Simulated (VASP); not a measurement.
Method: PBEsol GGA, VASP's PBE PAW potentials (set 64) (plane waves; VASP).

VASP input:

KPOINTS:
```
Automatic mesh
0
G
8 8 4
0 0 0
```

POSCAR:
```
DyBi
1
    4.3788490468     0.0000000612     0.0000000005
   -2.1894249173     3.7921944634     0.0284414585
    0.0000000000     0.0560992779     7.4799037231
Dy Bi
2 2
Direct
  0.0000000000   0.0000000000   0.0000000000
  0.0000000000   0.0000000000   0.5000000000
  0.3333330000   0.6666670000   0.2500000000
  0.6666670000   0.3333330000   0.7500000000
```

INCAR:
```
ALGO  =  Normal
EDIFF  =  1E-7
ENCUT  =  480
GGA  =  PS
ISIF  =  2
ISMEAR  =  1
LASPH  =  .TRUE.
LCHARG  =  .FALSE.
LMAXMIX  =  6
LREAL  =  .FALSE.
LWAVE  =  .FALSE.
NELM  =  100
PREC  =  Accurate
SIGMA  =  0.1
SYSTEM  =  DyBi
```

POTCAR, in this order: Dy_3 Bi_d (PBE.64 set). Program: vasp_std.

Output of the run:

File OSZICAR:
```
       N       E                     dE             d eps       ncg     rms          rms(c)
DAV:   1     0.434690801793E+03    0.43469E+03   -0.23000E+04  4488   0.172E+03
DAV:   2     0.269898490639E+02   -0.40770E+03   -0.40226E+03  4368   0.512E+02
DAV:   3    -0.202553831487E+02   -0.47245E+02   -0.45069E+02  5824   0.165E+02
DAV:   4    -0.221241859255E+02   -0.18688E+01   -0.18456E+01  5224   0.348E+01
DAV:   5    -0.221947834744E+02   -0.70598E-01   -0.70397E-01  5524   0.655E+00    0.305E+01
DAV:   6    -0.219881837603E+02    0.20660E+00   -0.35478E-01  6316   0.462E+00    0.184E+01
DAV:   7    -0.219622357939E+02    0.25948E-01   -0.41172E-01  5664   0.504E+00    0.761E-01
DAV:   8    -0.219546075674E+02    0.76282E-02   -0.58927E-02  5568   0.201E+00    0.233E-01
DAV:   9    -0.219545780218E+02    0.29546E-04   -0.34681E-03  5260   0.554E-01    0.210E-01
DAV:  10    -0.219545797266E+02   -0.17048E-05   -0.26341E-04  6752   0.146E-01    0.885E-02
DAV:  11    -0.219545896228E+02   -0.98962E-05   -0.43130E-05  5812   0.788E-02    0.490E-02
DAV:  12    -0.219545888979E+02    0.72497E-06   -0.21619E-06  5500   0.134E-02    0.165E-02
DAV:  13    -0.219545889341E+02   -0.36253E-07   -0.17080E-06  4960   0.775E-03    0.303E-03
DAV:  14    -0.219545889728E+02   -0.38710E-07   -0.26956E-07  4036   0.529E-03
   1 F= -.21954589E+02 E0= -.21954970E+02  d E =0.114223E-02
```

OUTCAR:
```
------------------------ aborting loop because EDIFF is reached ----------------------------------------
  FORCE on cell =-STRESS in cart. coord.  units (eV):
  Direction    XX          YY          ZZ          XY          YZ          ZX
  --------------------------------------------------------------------------------------
  Total        0.0001403      0.0130399      0.0867759     -0.0000000     -0.6013894      0.0000001
  in kB        0.0018095      0.1682137      1.1194055     -0.0000000     -7.7579006      0.0000008
  external PRESSURE =       0.4298096 kB  Pullay stress =       0.0000000 kB
  volume of cell :      124.20
      direct lattice vectors                 reciprocal lattice vectors
     4.378849047  0.000000061  0.000000001     0.228370510  0.131857218 -0.000988929
    -2.189424917  3.792194463  0.028441458    -0.000000004  0.263714389 -0.001977858
     0.000000000  0.056099278  7.479903723    -0.000000000 -0.001002743  0.133699081
 POSITION                                       TOTAL-FORCE (eV/Angst)
 -----------------------------------------------------------------------------------
      0.00000      0.00000      0.00000         0.000000      0.000000      0.000000
      0.00000      0.02805      3.73995         0.000000      0.000000      0.000000
     -0.00000      2.54216      1.88894        -0.000000      0.003578     -0.000150
      2.18943      1.30614      5.61941         0.000000     -0.003578      0.000150
 -----------------------------------------------------------------------------------
    total drift:                                0.000000     -0.000000      0.000000
  FREE ENERGIE OF THE ION-ELECTRON SYSTEM (eV)
  ---------------------------------------------------
  free  energy   TOTEN  =       -21.9545889728 eV

  energy  without entropy=      -21.9557312006  energy(sigma->0) =      -21.95496972
```
(Selected blocks of OUTCAR.)

The 4f electrons are frozen in the core of the lanthanide potential, so 4f levels, which can set the real gap, and their magnetism are missing.

The structure was generated: DyBi was put into the NiAs type (P6_3/mmc), which need not be its known phase. This cell was strained or had an atom moved on purpose.
